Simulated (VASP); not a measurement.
Hf8ClO15 (a cell with a defect): single point with PBE

The system is Hf8ClO15 (a cell with a defect).

```xyz
24
Lattice="-3.5580 3.5580 5.1719 3.5580 -3.5580 5.1719 3.5580 3.5580 -5.1719" Properties=species:S:1:pos:R:3 pbc="T T T"
Hf    1.9875    1.7790    2.4482
Hf    1.7906    1.7790   -2.5462
Hf    1.7675   -1.7790    2.6257
Hf   -1.9875    1.7790    2.4482
Hf    0.0000    0.0108    0.0042
Hf    0.0000   -0.0345    5.2342
Hf    0.0000    3.5472    0.0042
Hf    3.5580    0.0345    0.0624
Cl    0.0000    1.7790    3.6067
O     3.5580   -1.7790    3.6211
O     3.5580    1.7790   -1.4655
O     3.5580    1.7790    3.6747
O     1.7861   -0.0167    4.1266
O    -1.7861    3.5747    4.1266
O     1.7861    3.5747    4.1266
O     1.7719    3.5413   -1.0452
O     1.8296    0.0000    1.5220
O     1.7284    0.0000    6.6938
O     1.8296    3.5580    1.5220
O     5.2864    0.0000    1.5220
O     0.0000    1.7790    1.0246
O     0.0000    1.7790    6.2065
O     0.0000    5.3370    1.0933
O     3.5580    1.7790    1.0819
```

```
Program                : VASP 6.6.1
Task                   : single point
Functional             : PBE
Potentials or basis    : VASP PAW PBE potentials, release 64 (Hf_pv, Cl, O)
Cutoff                 : 520 eV
k mesh                 : 4 × 4 × 4
Occupations            : fermi-dirac, width 0.01 eV
Spin                   : no spin polarisation
Dipole correction      : no
Charge                 : 1
Further INCAR settings : LREAL = Auto; ALGO = Fast; EDIFF = 1e-07; NBANDS = 106; NELECT = 176.0
```

```json
{
  "Largest force": "0.102 eV/Å",
  "Band gap on the k mesh": "4.03 eV, indirect (least direct gap 4.17 eV)"
}
```

Forces on the atoms (eV/Å):
```
Hf   0.077  0.000 -0.067
Hf  -0.014  0.000  0.008
Hf   0.014  0.000  0.008
Hf  -0.077  0.000 -0.067
Hf   0.000  0.002 -0.015
Hf   0.000 -0.025  0.049
Hf   0.000 -0.002 -0.015
Hf   0.000  0.025  0.049
Cl   0.000  0.000  0.022
O    0.000  0.000 -0.042
O    0.000  0.000 -0.033
O    0.000  0.000 -0.075
O    0.007 -0.016  0.043
O   -0.007  0.016  0.043
O    0.007  0.016  0.043
O   -0.007 -0.016  0.043
O    0.019  0.002  0.027
O   -0.019 -0.002  0.027
O    0.019 -0.002  0.027
O   -0.019  0.002  0.027
O    0.000  0.000 -0.055
O    0.000  0.000 -0.055
O    0.000  0.000 -0.029
O    0.000  0.000  0.037
```

Levels at points of the mesh, in eV from the valence-band top:
```tsv
k point	band 85	band 86	band 87	band 88	band 89	band 90	band 91	band 92
(0.00, 0.00, 0.00)	-0.49	-0.31	-0.27	-0.14	4.03	4.35	4.56	4.71
(0.50, 0.00, 0.00)	-0.75	-0.55	-0.50	-0.42	4.51	4.70	4.80	4.94
(0.00, 0.50, 0.00)	-0.70	-0.67	-0.55	-0.40	4.37	4.67	4.72	4.87
(0.50, 0.50, 0.00)	-0.31	-0.28	-0.24	-0.13	4.51	4.64	4.79	4.90
(0.50, 0.50, 0.50)	-0.16	-0.15	-0.03	0.00	4.54	4.59	4.69	4.77
```

It took 10 min on 1 thread of Intel(R) Xeon(R) 6975P-C (Granite Rapids), with other jobs on the host, peak memory 0.59 GiB.

Caveat: the cell carries a net charge on a neutralising background, which shifts energy and pressure; the cell is charged against a uniform background, so pressure and absolute levels hang on convention; spin-orbit coupling is left out, which moves the levels of the heavy elements.
